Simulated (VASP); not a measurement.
**Co: single point with r2SCAN**

Crystal: Co.

```xyz
2
Lattice="2.4527 0.0000 0.0000 -1.2263 2.1241 0.0000 0.0000 0.0000 3.9607" Properties=species:S:1:pos:R:3 pbc="T T T"
Co    0.0000    1.4161    0.9902
Co    1.2263    0.7080    2.9706
```

* Program: VASP 6.6.1
* Task: single point
* Functional: r2SCAN
* Potentials or basis: VASP PAW PBE potentials, release 64 (Co)
* Cutoff: 520 eV
* k mesh: 21 × 21 × 10
* Occupations: gaussian, width 0.1 eV
* Spin: collinear spin, ferromagnetic start
* Starting moments: [2.0, 2.0] μB
* Further INCAR settings: ALGO = Normal; EDIFF = 1e-06; NBANDS = 20

The pressure is 6.9 GPa. The band gap on the k mesh is none (metal or under the smearing width). The net moment is 3.43 μB per cell, the site moments are Co +1.76 μB and the valence electrons inside the program's atomic spheres are Co 8.40.

Stress tensor (GPa, compression positive):
```
6.33 0.00 0.00
0.00 6.33 0.00
0.00 0.00 8.11
```

Levels at points of the mesh, in eV from the Fermi level:
Spin up:
```tsv
k point	band 7	band 8	band 9	band 10	band 11	band 12	band 13	band 14	band 15	band 16
(0.00, 0.00, 0.00)	-3.06	-2.71	-2.71	-1.53	-1.53	-0.22	6.69	23.12	26.18	26.18
(0.00, 0.00, 0.50)	-3.47	-3.47	-1.86	-1.86	-1.86	-1.86	15.94	15.94	23.94	23.94
```
Spin down:
```csv
k point,band 4,band 5,band 6,band 7,band 8,band 9,band 10,band 11
"(0.00, 0.00, 0.00)",-0.96,-0.96,-0.74,-0.54,-0.54,-0.05,-0.05,1.33
"(0.00, 0.00, 0.50)",-1.72,-1.04,-1.04,-1.04,-1.04,0.95,0.95,0.95
```

Wall time 22 min on 1 thread of Intel(R) Xeon(R) Platinum 8488C (Sapphire Rapids) (shared host), peak memory 0.48 GiB.

Caveat: the PAW data sets were made with another functional, which shifts forces and pressure a little.
